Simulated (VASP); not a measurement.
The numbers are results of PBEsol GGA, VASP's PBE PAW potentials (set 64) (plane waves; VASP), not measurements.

The input files of a VASP run:

POSCAR:
```
Y
1
    1.8185178753    -3.1497656221     0.0000000000
    1.8185178753     3.1497656221     0.0000000000
    0.0000000000     0.0000000000     5.6002368623
Y
2
Direct
  0.3333330000   0.6666670000   0.2500000000
  0.6666670000   0.3333330000   0.7500000000
```

INCAR:
```
SYSTEM = Y
PREC = Accurate
ENCUT = 520
EDIFF = 1E-7
NELM = 100
ALGO = Normal
LREAL = .FALSE.
LASPH = .TRUE.
ISMEAR = 1
SIGMA = 0.1
GGA = PS
LMAXMIX = 4
LWAVE = .FALSE.
LCHARG = .FALSE.
ISIF = 4
IBRION = 2
NSW = 30
EDIFFG = -0.01
```

File KPOINTS:
```
Automatic mesh
0
G
 12 12 7
0 0 0
```

POTCAR, in this order: Y_sv (PBE.64 set). Program: vasp_std.

Task: What will the output report for the number of irreducible k-points (NKPTS), largest plane-wave count, number of space-group operations, FFT grid (NGX, NGY, NGZ)?

Result: 
```
Item                                          Result
--------------------------------------  ------------
number of irreducible k-points (NKPTS)            76
largest plane-wave count                        1749
number of space-group operations                  24
FFT grid (NGX, NGY, NGZ)                28 × 28 × 42
```

The compound is Y in the hcp structure. This cell is one point of a volume scan, at 1.03 of the reference volume. Symmetry was kept, so distortions that lower it aren't found.
